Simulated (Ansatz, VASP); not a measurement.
# Cross-check of Mg3P20O53 between VASP and Ansatz, part 2 of 2

One calculation is typed for both programs; each brings its own data sets. How far apart do they land? The structure shown is frame 160 of Ansatz's trajectory.

VASP 6.6.1 and Ansatz 0.2.0.

So far: The starting structure; Ansatz: dynamics, RPBE.

**3. VASP: single point, RPBE**

Level of this step: RPBE; plane waves and PAW (P, Mg, O) (VASP).

The same cell, functional and mesh now go to VASP, with its own data sets.

Lines of VASP's logs that name or quote its potential files are left out, and so is its time.

The input, INCAR:

```
SYSTEM = Mg3P20O53
PREC = Accurate
ENCUT = 520
EDIFF = 1E-06
NELM = 120
ISMEAR = 0
SIGMA = 0.01
LREAL = Auto
ALGO = Normal
GGA = RP
NBANDS = 272
LORBIT = 11
LWAVE = .FALSE.
LCHARG = .FALSE.
ISIF = 2
LASPH = .TRUE.
GGA_COMPAT = .FALSE.
EFERMI = MIDGAP
NCORE = 2
```

The input, POSCAR:

```
Mg3P20O53
1.0
   10.0923600000      0.0000000000      0.0000000000
    0.0000000000     10.0923600000      0.0000000000
    0.0000000000      0.0000000000     10.0923600000
P Mg O
20 3 53
Direct
    0.6386910495      0.5643873187      0.4775196287
    0.9281476285      0.8187678600      0.0585987817
    0.3168535407      0.8425878585      0.7137180996
    0.4390647975      0.5629803138      0.1046435125
    0.0394754052      0.0646132322      0.3963295007
    0.4597636232      0.9002156086      0.1529473780
    0.7416303025      0.1280968971      0.7266090389
    0.5967979739      0.6985482087      0.7581972898
    0.9996274410      0.6277818072      0.2864146741
    0.6612923043      0.8501083988      0.3768196933
    0.5044409831      0.0291705805      0.5595717949
    0.2809550987      0.6369471561      0.3330836395
    0.5750191234      0.3042202220      0.1766782001
    0.5528439334      0.0964392867      0.9563273605
    0.3199648051      0.1913229413      0.3517016833
    0.1488155397      0.2236741456      0.0765925908
    0.2161040629      0.9221430865      0.9978141882
    0.9764713110      0.9739842812      0.6819415875
    0.9716557871      0.6783745328      0.7935903991
    0.2199485551      0.4233598484      0.5352860976
    0.8966782794      0.3076089240      0.2594140518
    0.8898711501      0.4167211633      0.6106698532
    0.2363074643      0.4674228823      0.8732248949
    0.8379506875      0.9326064469      0.0855498615
    0.5482463963      0.8972727885      0.5003388702
    0.8311831920      0.0181127110      0.6718547495
    0.9583486915      0.6603311812      0.4209025441
    0.5973330321      0.8708369499      0.2361092946
    0.5885243887      0.6125326485      0.6207368742
    0.2306695362      0.5636739078      0.4620227578
    0.2472959744      0.2379720898      0.2080385559
    0.1044453428      0.6270287624      0.8218593074
    0.0499288571      0.0400897312      0.7904890432
    0.8872850354      0.5748704961      0.7288186311
    0.6183390208      0.1077448684      0.6261469072
    0.4676904114      0.2607417888      0.2743263221
    0.9699614362      0.8109797907      0.7035222683
    0.3441811430      0.5327197999      0.2293021652
    0.6554562065      0.8302914284      0.7362202696
    0.7775782869      0.9325172705      0.3964583110
    0.9538700562      0.1853382162      0.4050291508
    0.4050786932      0.9841008446      0.6664248996
    0.2664986188      0.9062796016      0.8525062523
    0.5130316398      0.4998335374      0.4190001149
    0.3323305946      0.8386640984      0.0663868510
    0.6932868031      0.0804271746      0.8743148282
    0.0069755736      0.2275285463      0.1245298424
    0.5230590268      0.6817335093      0.1260359321
    0.0940909757      0.8400810118      0.0300326187
    0.2021330987      0.0673182487      0.0344716201
    0.2141719083      0.8021909643      0.6202414500
    0.0734416925      0.3970726371      0.5519620782
    0.9260767551      0.7065839903      0.1670273355
    0.7569091868      0.4695829320      0.4706233230
    0.9931373831      0.4837916999      0.2309667907
    0.4091312636      0.0190342001      0.2312937707
    0.7083576091      0.3248595968      0.2394979965
    0.5212160486      0.4299192657      0.0986786044
    0.4423643231      0.1478048742      0.8741562925
    0.1934730826      0.2940838416      0.9517991827
    0.7900827953      0.2667265139      0.7255785565
    0.6197559342      0.6030403196      0.8684787304
    0.2845816043      0.4355770107      0.6668707815
    0.4214376023      0.7443749529      0.7643900931
    0.3509189129      0.5593141743      0.9826542058
    0.5394080275      0.9549203556      0.0165570788
    0.0386034585      0.9668798973      0.2922705888
    0.0359281674      0.9887479242      0.5479590502
    0.1488056312      0.6746885763      0.2550146844
    0.2888620699      0.3321126080      0.4321784003
    0.8915060501      0.7351402447      0.9240455156
    0.3693387870      0.7561759588      0.3451521745
    0.6635118050      0.6986175681      0.3988363475
    0.6051607354      0.1966041639      0.0707862185
    0.2040355279      0.1049110416      0.4152249821
    0.4310191075      0.1276311983      0.4696621999
```

The input, KPOINTS:

```
Automatic mesh
0
Gamma
1 1 1
0 0 0
```

PAW data sets: P, Mg and O (PBE family, release 64).

Started as:

```
$ mpirun -np 8 vasp_gam
```

Numbers of over 12 decimals in the logs are rounded to 6 here.

Output:

```text
[banner, memory and clock lines left out]
running    8 mpi-ranks, on    1 nodes
[...]
|                                                                             |
|               ----> ADVICE to this user running VASP <----                  |
|                                                                             |
|     You enforced a specific xc type in the INCAR file but a different       |
|     [... a line on the potential file left out ...]
|     I HOPE YOU KNOW WHAT YOU ARE DOING!                                     |
|                                                                             |

 LDA part: xc-table for (Slater+PW92), standard interpolation
 POSCAR, INCAR and KPOINTS ok, starting setup
[...]
entering main loop
       N       E                     dE             d eps       ncg     rms          rms(c)
DAV:   1     0.405196368156E+04    0.40520E+04   -0.25674E+05   560   0.153E+03
DAV:   2    -0.243729425518E+03   -0.42957E+04   -0.41635E+04   664   0.380E+02
DAV:   3    -0.570018714848E+03   -0.32629E+03   -0.32352E+03   664   0.112E+02
DAV:   4    -0.576495691445E+03   -0.64770E+01   -0.64371E+01   664   0.168E+01
[...]
DAV:  17    -0.497752441390E+03    0.11423E-04   -0.55620E-05   712   0.274E-02    0.128E-02
DAV:  18    -0.497752441727E+03   -0.33667E-06   -0.13178E-05   664   0.896E-03    0.115E-02
DAV:  19    -0.497752441656E+03    0.71072E-07   -0.58340E-07   400   0.201E-03
   1 F= -.49775244E+03 E0= -.49775244E+03  d E =0.000000E+00
```

From OUTCAR (step 3):

```text
  FREE ENERGIE OF THE ION-ELECTRON SYSTEM (eV)
  ---------------------------------------------------
  free  energy   TOTEN  =      -497.7524416556 eV

  energy  without entropy=     -497.7524416556  energy(sigma->0) =     -497.75244166

[... 1 further part left out ...]
```

The run ends at a pressure of -0.13 GPa, with forces up to 5.8 eV/Å.

**4. Side by side**

Known differences besides the potentials themselves: fixed occupations in Ansatz, narrow Gaussian smearing in VASP; the data sets hold 448 valence electrons in Ansatz (on its default PAW (the set named soft_2) files) and 424 in VASP; the cutoff is 420 eV in Ansatz and 520 eV in VASP (PREC = Accurate, projectors in real space); Ansatz makes its cores anew for this functional, VASP keeps those of its PBE data sets. Total energies have different zeros and are not compared.

Forces on 8 of the 76 atoms, those with the largest forces and the largest differences (eV/Å; atoms numbered as in POSCAR):

| atom | Ansatz x, y, z | VASP x, y, z |
| --- | --- | --- |
| P1 | -4.089, -3.973, -0.047 | -4.023, -3.864, -0.052 |
| P7 | -2.151, 0.450, 1.680 | -2.153, 0.376, 1.587 |
| P9 | -0.170, -2.906, -0.947 | -0.208, -2.831, -0.995 |
| P18 | 3.284, -3.188, 3.862 | 3.209, -3.221, 3.652 |
| O25 | 1.036, -0.803, -2.461 | 1.071, -0.686, -2.498 |
| O26 | -2.042, 0.065, -0.472 | -1.896, 0.166, -0.356 |
| O32 | 2.598, -0.547, 1.365 | 2.414, -0.482, 1.340 |
| O68 | 0.701, 0.921, -3.888 | 0.567, 0.989, -3.773 |

The forces differ by 66 meV/Å r.m.s., which is 6.0 % of the r.m.s. force of 1.100 eV/Å (both taken over all components).

**5. Results**

```
r.m.s. force difference (single point, RPBE) : 6.0 % of the r.m.s. force
```

The r.m.s. force difference is 6.0 % of the r.m.s. force (single point, RPBE), beyond the 3 % picked in this series as the mark of a large difference. The data sets hold unlike numbers of valence electrons (448 in Ansatz and 424 in VASP), so part of the differences comes from the potentials. What causes the difference of the single point, RPBE pair stays open here. 2 further runs of this series are not shown here. Such differences can come from data sets, numerical settings and the points named under the comparisons, not from the functional's error against experiment.

[Lines on the potential files, build, host, timing and source positions are cut from VASP's logs without a mark.]

[Logs are printed without paths, hosts, clocks, repeated set-up lines and the standing remarks that a program may print on its own settings, such as how far it seeks lower states.]

[Hosts, paths, dates, database ids (printed as entryN), source tags and the programs' standing remarks are cut or masked in the printed files.]
